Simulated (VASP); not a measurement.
All values below come from vdW-DF-cx, VASP's PBE PAW potentials (set 64) (plane waves; VASP).

A VASP calculation is set up with these files.

File KPOINTS:
```
Automatic mesh
0
Gamma
16 16 16
0 0 0
```

### INCAR
```
! general
SYSTEM   = Pd
PREC     = Accurate
ENCUT    = 520
LREAL    = F
LASPH    = T

! electronic loop
EDIFF    = 1E-7
NELM     = 100
ALGO     = Normal
LMAXMIX  = 4

! smearing
ISMEAR   = 1
SIGMA    = 0.1

! functional
GGA      = CX
LUSE_VDW = T
AGGAC    = 0.0

! ions
ISIF     = 2

! output
LWAVE    = F
LCHARG   = F
```

**POSCAR**
```
Pd
1
    0.0000000000     1.9794541964     1.9794541964
    1.9794541964     0.0000000000     1.9794541964
    1.9794541964     1.9794541964     0.0000000000
Pd
1
Direct
  0.0000000000   0.0000000000   0.0000000000
```

POTCAR, in this order: Pd (PBE.64 set). Program: vasp_std.

What VASP printed:

OSZICAR:
```
       N       E                     dE             d eps       ncg     rms          rms(c)
DAV:   1     0.412517689383E+02    0.41252E+02   -0.52695E+03  2634   0.103E+03
DAV:   2    -0.248932808650E+01   -0.43741E+02   -0.42294E+02  2792   0.191E+02
DAV:   3    -0.286790344642E+01   -0.37858E+00   -0.37611E+00  3061   0.209E+01
DAV:   4    -0.286984706975E+01   -0.19436E-02   -0.19434E-02  2993   0.141E+00
DAV:   5    -0.286987091711E+01   -0.23847E-04   -0.23848E-04  3042   0.135E-01    0.702E+00
DAV:   6    -0.256388083797E+01    0.30599E+00   -0.15769E+00  2662   0.116E+01    0.317E+00
DAV:   7    -0.255547532948E+01    0.84055E-02   -0.45527E-03  2833   0.759E-01    0.175E+00
DAV:   8    -0.255179972757E+01    0.36756E-02   -0.10821E-03  2790   0.262E-01    0.343E-02
DAV:   9    -0.255180548954E+01   -0.57620E-05   -0.81859E-06  3640   0.308E-02    0.102E-02
DAV:  10    -0.255180894156E+01   -0.34520E-05   -0.13920E-06  2909   0.134E-02    0.144E-03
DAV:  11    -0.255180888770E+01    0.53856E-07   -0.28387E-08  1906   0.155E-03
   1 F= -.25518089E+01 E0= -.25517099E+01  d E =-.296993E-03
```

OUTCAR:
```
------------------------ aborting loop because EDIFF is reached ----------------------------------------
  FORCE on cell =-STRESS in cart. coord.  units (eV):
  Direction    XX          YY          ZZ          XY          YZ          ZX
  --------------------------------------------------------------------------------------
  Total       -0.9728907     -0.9728907     -0.9728907     -0.0000000      0.0000000      0.0000000
  in kB     -100.4866247   -100.4866247   -100.4866247     -0.0000000      0.0000000      0.0000000
  external PRESSURE =    -100.4866247 kB  Pullay stress =       0.0000000 kB
  volume of cell :       15.51
      direct lattice vectors                 reciprocal lattice vectors
     0.000000000  1.979454196  1.979454196    -0.252594882  0.252594882  0.252594882
     1.979454196  0.000000000  1.979454196     0.252594882 -0.252594882  0.252594882
     1.979454196  1.979454196  0.000000000     0.252594882  0.252594882 -0.252594882
 POSITION                                       TOTAL-FORCE (eV/Angst)
 -----------------------------------------------------------------------------------
      0.00000      0.00000      0.00000         0.000000      0.000000      0.000000
 -----------------------------------------------------------------------------------
    total drift:                               -0.000000     -0.000000     -0.000000
  FREE ENERGIE OF THE ION-ELECTRON SYSTEM (eV)
  ---------------------------------------------------
  free  energy   TOTEN  =        -2.5518088877 eV

  energy  without entropy=       -2.5515118945  energy(sigma->0) =       -2.55170989
```
(Selected blocks of OUTCAR.)

The compound is Pd in the fcc structure. This cell is one point of a volume scan, at 1.06 of the reference volume.
